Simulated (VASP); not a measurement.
Input:

```yaml
crystal:
  lattice:
    - [0.00000, 3.53802, 3.53802]
    - [3.53802, 0.00000, 3.53802]
    - [3.53802, 3.53802, 0.00000]
  atoms:
    - { symbol: Sr, position: [0.00000, 0.00000, 0.00000] }
    - { symbol: Cl, position: [0.25000, 0.25000, 0.25000] }
    - { symbol: Cl, position: [0.75000, 0.75000, 0.75000] }
```

Computed with revPBE GGA, VASP's PBE PAW potentials (set 64) (plane waves; VASP). Settings: 520 eV cut-off, 6×6×6 Γ-centred mesh, Gaussian smearing of 0.050 eV, potentials Sr_sv Cl.

**Question.** Give the stress tensor in GPa (positive for a compressed cell).

**Answer.** 
```
1.01  0.00  0.00
0.00  1.01  0.00
0.00  0.00  1.01
```
The pressure is its mean diagonal, 1.01 GPa.

The compound is SrCl2 in the fluorite structure. This cell is one point of a volume scan, at 0.97 of the reference volume.
